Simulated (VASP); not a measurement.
A VASP calculation is set up with these files.

KPOINTS:
```
kpoints
0
G
 3 3 4
0 0 0
```

INCAR:
```
SYSTEM=CrB
PREC=Accurate; ENCUT=400; LREAL=.False.
LASPH=.True.
EDIFF=1E-6; NELM=100; ALGO=Normal
LMAXMIX=4
ISMEAR=-1; SIGMA=0.1
GGA=PE
MAGMOM=3*3.0 3*0.0
ISPIN=2
ISIF=2
LWAVE=.False.; LCHARG=.False.; LORBIT=11
```

**POSCAR**
```
CrB
1
    4.9114260000     0.0000000000     0.0000000000
   -2.4557130000     4.2534200000     0.0000000000
    0.0000000000     0.0000000000     3.9630990000
Cr B
3 3
Direct
  0.5000000000   0.0000000000   0.0000000000
  0.5000000000   0.5000000000   0.0000000000
  0.0000000000   0.5000000000   0.0000000000
  0.0000000000   0.0000000000   0.0000000000
  0.3333330000   0.6666670000   0.5000000000
  0.6666670000   0.3333330000   0.5000000000
```

POTCAR, in this order: Cr_pv B (PBE.64 set). Program: vasp_std.

Q: Translate this PBE calculation to Ansatz.

A: One equivalent input (not run):
Ansatz 0.2 input:
```yaml
crystal:
  lattice:
    - [4.9114260, 0.0000000, 0.0000000]
    - [-2.4557130, 4.2534200, 0.0000000]
    - [0.0000000, 0.0000000, 3.9630990]
  atoms:
    - { symbol: Cr, position: [0.5000000, 0.0000000, 0.0000000], spin: 3 }
    - { symbol: Cr, position: [0.5000000, 0.5000000, 0.0000000], spin: 3 }
    - { symbol: Cr, position: [0.0000000, 0.5000000, 0.0000000], spin: 3 }
    - { symbol: B, position: [0.0000000, 0.0000000, 0.0000000] }
    - { symbol: B, position: [0.3333330, 0.6666670, 0.5000000] }
    - { symbol: B, position: [0.6666670, 0.3333330, 0.5000000] }
kpoints:
  mp_grid: { grid: [3, 3, 4] }
hamiltonian:
  xc: pbe
  pseudopotentials: { kind: paw }
magnetization: { spin_polarized: true }
scf:
  occupations: { method: fermi_dirac, width: 0.1 }
  max_iter: 100
output: { forces: true, stress: true, eigenvalues: true }
```
The two are equivalent in intent, not identical: each code has its own PAW files, so the cut-off isn't converted (ENCUT is set for VASP's; basis.ecutwfc is left out, and Ansatz then takes the one that its files recommend); Ansatz stops its SCF on the density residual and VASP on the energy change (EDIFF).

The structure was generated: CrB was put into an ordered model structure, which need not be its known phase. The cell was not relaxed at this level, and its volume differs by -5.9 % from the start's. The k-mesh is coarse (spacing up to 0.49 per Å, 2π included), so the numbers may not be converged in it.
